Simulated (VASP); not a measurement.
Consider the following.

```xyz
2
Lattice="0.0000 3.3618 3.3618 3.3618 0.0000 3.3618 3.3618 3.3618 0.0000" Properties=species:S:1:pos:R:3 pbc="T T T"
Sr     0.0000     0.0000     0.0000
Te     3.3618     3.3618     3.3618
```

Computed with PBE GGA, VASP's PBE PAW potentials (set 64) (plane waves; VASP 6.6.1). Numerical set-up: 400 eV cut-off, 6×6×6 Γ-centred mesh, Gaussian smearing of 0.050 eV, potentials Sr_sv Te.

Unless said otherwise, spin-orbit coupling is left out, though it shifts the bands of the heavy elements here.

**Question.** What does the run give for the energy per atom (σ→0), band gap (on the k-mesh) with the smallest direct gap where there is one?

**Answer.** 
```json
{
 "band gap (on the k-mesh)": "1.77 eV",
 "smallest direct gap (on the k-mesh)": "2.49 eV",
 "energy per atom (σ→0)": "-4.133 eV/atom"
}
```

Only differences to runs with the same potentials and settings are physical.

The compound is SrTe in the rock salt structure. It was relaxed first. The start is the result of an earlier pass.
